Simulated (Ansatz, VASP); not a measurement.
# AlPt3C in two plane-wave programs

One calculation is typed for both programs; each brings its own data sets. How far apart do they land? The cell is taken from a series of runs on this material, whose earlier steps may have relaxed, scaled, displaced or heated it; both programs get it as it stands.

Calculated with Ansatz 0.2.0; plane waves, with VASP 6.6.1 beside it; zone-centre phonons at PBEsol.

**1. The structure**

Symmetry: Cmme, No. 67, orthorhombic system. Conventional cell: a = 8.178 Å, b = 8.200 Å, c = 4.240 Å, α = 90.00°, β = 90.00°, γ = 90.00°. Nearest to Al lie 10 Pt at 2.65 to 2.95 Å. Pt has 2 C at 2.12 Å and 2 Pt at 2.65 Å and 4 Al at 2.90 Å nearest. Nearest to Pt lie 2 C at 2.05 Å and 8 Pt at 2.93 to 2.95 Å and 4 Al at 2.95 Å. Nearest to Pt lie 2 C at 2.09 Å and 2 Pt at 2.65 Å and 2 Al at 2.65 Å. Nearest to C lie 6 Pt at 2.05 to 2.12 Å. Farther neighbours are not listed.

**2. VASP: zone-centre phonons, PBEsol**

Second derivatives magnify differences that forces hide, and they need a tight electronic threshold.

Lines of VASP's logs that name or quote its potential files are left out, and so is its time.

Contents of INCAR:

```
SYSTEM = AlPt3C
PREC = Accurate
ENCUT = 600
EDIFF = 1E-08
NELM = 120
ISMEAR = 1
SIGMA = 0.2
LREAL = .FALSE.
ALGO = Normal
GGA = PS
NBANDS = 47
LASPH = .TRUE.
LORBIT = 11
LWAVE = .FALSE.
LCHARG = .FALSE.
ISIF = 2
IBRION = 8
GGA_COMPAT = .FALSE.
```

Contents of POSCAR:

```
AlPt3C
1.0
    4.0890917957     -4.1000496956      0.0000000000
    4.0890917957      4.1000496956      0.0000000000
    0.0000000000      0.0000000000      4.2399897303
Al Pt C
2 6 2
Direct
    0.0000000000      0.0000000000      0.0000000000
    0.5000000000      0.5000000000      0.0000000000
    0.5000000000      0.0000000000      0.0000000000
    0.0000000000      0.5000000000      0.0000000000
    0.2500000000      0.2500000000      0.5000000000
    0.7500000000      0.7500000000      0.5000000000
    0.7500000000      0.2500000000      0.6034629129
    0.2500000000      0.7500000000      0.3965370871
    0.5000000000      0.0000000000      0.5000000000
    0.0000000000      0.5000000000      0.5000000000
```

Contents of KPOINTS:

```
Automatic mesh
0
Gamma
6 6 8
0 0 0
```

PAW data sets: Al, Pt and C (PBE family, release 64).

On the command line:

```sh
> export OMP_NUM_THREADS=3
> mpirun -np 1 vasp_std
```

Numbers of over 12 decimals in the logs are rounded to 6 here.

Output:

```text
[banner, memory and clock lines left out]
running    1 mpi-ranks, on    1 nodes
 distrk:  each k-point on    1 cores,    1 groups
 distr:  one band on    1 cores,    1 groups
 Offloading initialized ...    1 GPUs detected
 POSCAR found type information on POSCAR AlPtC
 POSCAR found :  3 types and      10 ions
|                                                                             |
|               ----> ADVICE to this user running VASP <----                  |
|                                                                             |
|     You enforced a specific xc type in the INCAR file but a different       |
|     [... a line on the potential file left out ...]
|     I HOPE YOU KNOW WHAT YOU ARE DOING!                                     |
|                                                                             |

 LDA part: xc-table for (Slater+PW92), standard interpolation
 POSCAR, INCAR and KPOINTS ok, starting setup
 FFT: planning ... GRIDC
 FFT: planning ... GRID_SOFT
 FFT: planning ... GRID
 WAVECAR not read
 entering main loop
       N       E                     dE             d eps       ncg     rms          rms(c)
DAV:   1     0.460458517330E+03    0.46046E+03   -0.39088E+04  6110   0.165E+03
DAV:   2    -0.433771013385E+02   -0.50384E+03   -0.47794E+03  6635   0.329E+02
DAV:   3    -0.722980089655E+02   -0.28921E+02   -0.27946E+02  7609   0.695E+01
DAV:   4    -0.730204766190E+02   -0.72247E+00   -0.71920E+00  7061   0.116E+01
DAV:   5    -0.730354756901E+02   -0.14999E-01   -0.14991E-01  7342   0.163E+00    0.427E+01
DAV:   6    -0.685633928083E+02    0.44721E+01   -0.24123E+01  7292   0.238E+01    0.192E+01
DAV:   7    -0.681790981200E+02    0.38429E+00   -0.26453E+00  6791   0.886E+00    0.114E+01
DAV:   8    -0.681123469550E+02    0.66751E-01   -0.65857E-01  6972   0.535E+00    0.202E+00
DAV:   9    -0.680632146696E+02    0.49132E-01   -0.17214E-01  6962   0.323E+00    0.480E-01
DAV:  10    -0.680608389710E+02    0.23757E-02   -0.34782E-02  7257   0.862E-01    0.262E-01
DAV:  11    -0.680603038989E+02    0.53507E-03   -0.29603E-03  7170   0.268E-01    0.957E-02
DAV:  12    -0.680602826190E+02    0.21280E-04   -0.51575E-04  6852   0.121E-01    0.389E-02
DAV:  13    -0.680602740463E+02    0.85728E-05   -0.48965E-05  7086   0.522E-02    0.158E-02
DAV:  14    -0.680602728822E+02    0.11640E-05   -0.98858E-06  6849   0.130E-02    0.555E-03
DAV:  15    -0.680602730191E+02   -0.13681E-06   -0.10417E-06  6858   0.617E-03    0.269E-03
DAV:  16    -0.680602729829E+02    0.36166E-07   -0.96056E-08  6869   0.196E-03    0.566E-04
DAV:  17    -0.680602729511E+02    0.31754E-07   -0.12332E-08  4023   0.606E-04    0.232E-04
DAV:  18    -0.680602729442E+02    0.69095E-08   -0.28379E-09  3832   0.240E-04
   1 F= -.68060273E+02 E0= -.68061926E+02  d E =0.495927E-02
 Linear response reoptimize wavefunctions to high precision
DAV:   1    -0.680602729466E+02   -0.23934E-08   -0.46266E-10  3769   0.110E-04
DAV:   2    -0.680602729466E+02   -0.81855E-11   -0.90970E-11  3685   0.380E-05
 Linear response DOF=           15
 Linear response progress:
  Degree of freedom:   1/ 15
       N       E                     dE             d eps       ncg     rms          rms(c)
RMM:   1    -0.942001325716E-02   -0.94200E-02    0.90756E-04 22778   0.383E-01
RMM:   2    -0.805622633077E-02    0.13638E-02   -0.42805E-04 13152   0.811E-02    0.771E-02
RMM:   3    -0.799176040148E-02    0.64466E-04   -0.21932E-04 13330   0.459E-02    0.354E-02
RMM:   4    -0.799144948382E-02    0.31092E-06   -0.58213E-05 13419   0.251E-02    0.270E-02
RMM:   5    -0.798550079877E-02    0.59487E-05   -0.97532E-06 13321   0.111E-02    0.970E-03
RMM:   6    -0.797400334206E-02    0.11497E-04   -0.20041E-06 13456   0.545E-03    0.104E-03
RMM:   7    -0.797343227310E-02    0.57107E-06   -0.17521E-07 13865   0.144E-03    0.348E-04
RMM:   8    -0.797214453972E-02    0.12877E-05    0.28623E-09 13979   0.397E-04    0.132E-04
RMM:   9    -0.797211897289E-02    0.25567E-07   -0.41601E-08 14139   0.104E-04    0.804E-05
RMM:  10    -0.797216455610E-02   -0.45583E-07   -0.58364E-08 14093   0.681E-05    0.212E-05
RMM:  11    -0.797217535550E-02   -0.10799E-07   -0.53096E-08 14565   0.261E-05    0.818E-06
RMM:  12    -0.797217873288E-02   -0.33774E-08   -0.28970E-08 14318   0.140E-05    0.280E-06
 first order change of Fermi-energy  -0.17373E-03
 force on displaced ion       1 direction 1 :  -0.668   0.000   0.000
 Linear response progress:
  Degree of freedom:   2/ 15
       N       E                     dE             d eps       ncg     rms          rms(c)
RMM:   1    -0.973329740266E-02   -0.97333E-02    0.47457E-03 22774   0.417E-01
RMM:   2    -0.833568898960E-02    0.13976E-02   -0.49040E-04 13133   0.874E-02    0.806E-02
RMM:   3    -0.826193480443E-02    0.73754E-04   -0.25569E-04 13270   0.499E-02    0.383E-02
[...]
first order change of Fermi-energy   0.12861E-03
 force on displaced ion       5 direction 3 :   0.000   0.000   7.073
 Linear response progress:
  Degree of freedom:  10/ 15
       N       E                     dE             d eps       ncg     rms          rms(c)
RMM:   1    -0.281600530139E+00   -0.28160E+00   -0.34267E-01 15698   0.229E+00
RMM:   2    -0.261260703195E+00    0.20340E-01   -0.12771E-02 12576   0.443E-01    0.233E-01
[...]
Degree of freedom:  12/ 15
       N       E                     dE             d eps       ncg     rms          rms(c)
RMM:   1    -0.268771833487E+00   -0.26877E+00   -0.30572E-01 10712   0.224E+00
RMM:   2    -0.258634434132E+00    0.10137E-01   -0.79483E-03  9184   0.351E-01    0.185E-01
RMM:   3    -0.258567371601E+00    0.67063E-04   -0.54760E-04  9854   0.881E-02    0.960E-02
RMM:   4    -0.258836827654E+00   -0.26946E-03   -0.35779E-04  9713   0.713E-02    0.582E-02
RMM:   5    -0.258969335142E+00   -0.13251E-03   -0.83491E-05  9782   0.334E-02    0.140E-02
RMM:   6    -0.258978119294E+00   -0.87842E-05   -0.57884E-06  9986   0.872E-03    0.550E-03
RMM:   7    -0.258958716750E+00    0.19403E-04   -0.74231E-07 10142   0.287E-03    0.164E-03
RMM:   8    -0.258946503661E+00    0.12213E-04   -0.23748E-08 10073   0.115E-03    0.104E-03
RMM:   9    -0.258934726686E+00    0.11777E-04   -0.14566E-07 10053   0.551E-04    0.195E-04
RMM:  10    -0.258932761934E+00    0.19648E-05   -0.79243E-07 10303   0.220E-04    0.624E-05
RMM:  11    -0.258932392588E+00    0.36935E-06   -0.37040E-06 10432   0.875E-05    0.177E-05
RMM:  12    -0.258932307387E+00    0.85201E-07   -0.15083E-06 10798   0.434E-05    0.897E-06
RMM:  13    -0.258932289769E+00    0.17618E-07   -0.27619E-07 10875   0.345E-05    0.350E-06
RMM:  14    -0.258932272203E+00    0.17566E-07   -0.20939E-07 11054   0.316E-05    0.155E-06
RMM:  15    -0.258932275965E+00   -0.37620E-08   -0.16662E-07 10089   0.291E-05    0.422E-07
RMM:  16    -0.258932279127E+00   -0.31621E-08   -0.59186E-08  6746   0.283E-05    0.181E-07
 first order change of Fermi-energy  -0.27256E+00
 force on displaced ion       7 direction 3 :   0.000  -0.000  -8.651
 Linear response progress:
  Degree of freedom:  13/ 15
       N       E                     dE             d eps       ncg     rms          rms(c)
RMM:   1    -0.124108066284E+00   -0.12411E+00    0.12023E-01 19948   0.134E+00
RMM:   2    -0.120271580382E+00    0.38365E-02   -0.58675E-03 12925   0.300E-01    0.332E-01
RMM:   3    -0.120508132166E+00   -0.23655E-03   -0.98203E-04 13434   0.115E-01    0.206E-01
RMM:   4    -0.120867551700E+00   -0.35942E-03   -0.52727E-04 13208   0.818E-02    0.636E-02
RMM:   5    -0.120970565691E+00   -0.10301E-03   -0.14946E-04 13183   0.459E-02    0.207E-02
RMM:   6    -0.120927925120E+00    0.42641E-04   -0.94451E-06 13803   0.108E-02    0.370E-03
RMM:   7    -0.120912636816E+00    0.15288E-04   -0.49560E-07 13829   0.269E-03    0.105E-03
RMM:   8    -0.120910241808E+00    0.23950E-05   -0.15942E-07 14014   0.731E-04    0.559E-04
RMM:   9    -0.120908709805E+00    0.15320E-05   -0.66874E-08 13913   0.326E-04    0.181E-04
RMM:  10    -0.120908626572E+00    0.83233E-07   -0.28061E-07 14405   0.140E-04    0.492E-05
RMM:  11    -0.120908628433E+00   -0.18614E-08   -0.48731E-07 14362   0.509E-05    0.289E-05
RMM:  12    -0.120908661900E+00   -0.33467E-07   -0.14344E-07 14522   0.312E-05    0.698E-06
RMM:  13    -0.120908686450E+00   -0.24550E-07   -0.12604E-07 14924   0.186E-05    0.192E-06
RMM:  14    -0.120908689081E+00   -0.26310E-08   -0.35723E-08 13453   0.149E-05    0.693E-07
 first order change of Fermi-energy  -0.61343E-04
 force on displaced ion       9 direction 1 : -11.169  -0.000  -4.349
 Linear response progress:
  Degree of freedom:  14/ 15
       N       E                     dE             d eps       ncg     rms          rms(c)
RMM:   1    -0.127809471093E+00   -0.12781E+00    0.12035E-01 19701   0.136E+00
RMM:   2    -0.123404952759E+00    0.44045E-02   -0.60236E-03 12982   0.303E-01    0.418E-01
RMM:   3    -0.123643635726E+00   -0.23868E-03   -0.84996E-04 13285   0.104E-01    0.239E-01
RMM:   4    -0.124228485353E+00   -0.58485E-03   -0.50807E-04 12971   0.789E-02    0.394E-02
RMM:   5    -0.124206945925E+00    0.21539E-04   -0.89026E-05 13225   0.342E-02    0.277E-02
RMM:   6    -0.124161341621E+00    0.45604E-04   -0.12413E-05 13564   0.129E-02    0.285E-03
RMM:   7    -0.124146717318E+00    0.14624E-04   -0.59803E-07 13910   0.279E-03    0.115E-03
RMM:   8    -0.124144631605E+00    0.20857E-05   -0.36657E-08 14071   0.523E-04    0.392E-04
RMM:   9    -0.124144356639E+00    0.27497E-06   -0.20502E-07 13966   0.235E-04    0.228E-04
RMM:  10    -0.124144213615E+00    0.14302E-06   -0.29731E-07 14110   0.146E-04    0.418E-05
RMM:  11    -0.124144169049E+00    0.44565E-07   -0.62897E-07 14360   0.527E-05    0.203E-05
RMM:  12    -0.124144195435E+00   -0.26386E-07   -0.21392E-07 14545   0.288E-05    0.932E-06
RMM:  13    -0.124144222182E+00   -0.26746E-07   -0.18211E-07 14686   0.207E-05    0.234E-06
RMM:  14    -0.124144225230E+00   -0.30484E-08   -0.11532E-07 13923   0.166E-05    0.110E-06
RMM:  15    -0.124144225442E+00   -0.21182E-09   -0.10962E-07  9988   0.154E-05    0.452E-07
RMM:  16    -0.124144225457E+00   -0.15187E-10   -0.10825E-07  7715   0.153E-05    0.179E-07
RMM:  17    -0.124144225645E+00   -0.18805E-09   -0.10695E-07  7166   0.153E-05    0.526E-08
 first order change of Fermi-energy   0.17789E-06
 force on displaced ion       9 direction 2 :  -0.000 -17.992   0.000
 Linear response progress:
  Degree of freedom:  15/ 15
       N       E                     dE             d eps       ncg     rms          rms(c)
RMM:   1    -0.123841573509E+00   -0.12384E+00    0.89783E-02 19653   0.130E+00
RMM:   2    -0.119783545322E+00    0.40580E-02   -0.59327E-03 12760   0.301E-01    0.181E-01
RMM:   3    -0.119950558613E+00   -0.16701E-03   -0.11958E-03 13458   0.118E-01    0.913E-02
RMM:   4    -0.120357131109E+00   -0.40657E-03   -0.34927E-04 13420   0.627E-02    0.254E-02
RMM:   5    -0.120386708384E+00   -0.29577E-04   -0.22519E-05 13546   0.178E-02    0.183E-02
RMM:   6    -0.120409196751E+00   -0.22488E-04   -0.65900E-06 13592   0.947E-03    0.287E-03
RMM:   7    -0.120403755325E+00    0.54414E-05   -0.28076E-07 14011   0.204E-03    0.833E-04
RMM:   8    -0.120400274834E+00    0.34805E-05   -0.79275E-08 13854   0.575E-04    0.389E-04
RMM:   9    -0.120399148850E+00    0.11260E-05   -0.59906E-08 13989   0.257E-04    0.137E-04
RMM:  10    -0.120399227150E+00   -0.78300E-07   -0.23526E-07 14285   0.131E-04    0.422E-05
RMM:  11    -0.120399234184E+00   -0.70336E-08   -0.31864E-07 14667   0.474E-05    0.208E-05
RMM:  12    -0.120399230913E+00    0.32706E-08   -0.10548E-07 14409   0.264E-05    0.902E-06
RMM:  13    -0.120399235498E+00   -0.45850E-08   -0.53355E-08 14824   0.193E-05    0.332E-06
 first order change of Fermi-energy  -0.21772E-03
 force on displaced ion       9 direction 3 :  -4.350  -0.000  -3.182
 Linear response finished
```

(Continued in part 2 of 3.)

[Lines on the potential files, build, host, timing and source positions are cut from VASP's logs without a mark.]

[Logs are printed without paths, hosts, clocks, repeated set-up lines and the standing remarks that a program may print on its own settings, such as how far it seeks lower states.]

[Hosts, paths, dates, database ids (printed as entryN), source tags and the programs' standing remarks are cut or masked in the printed files.]
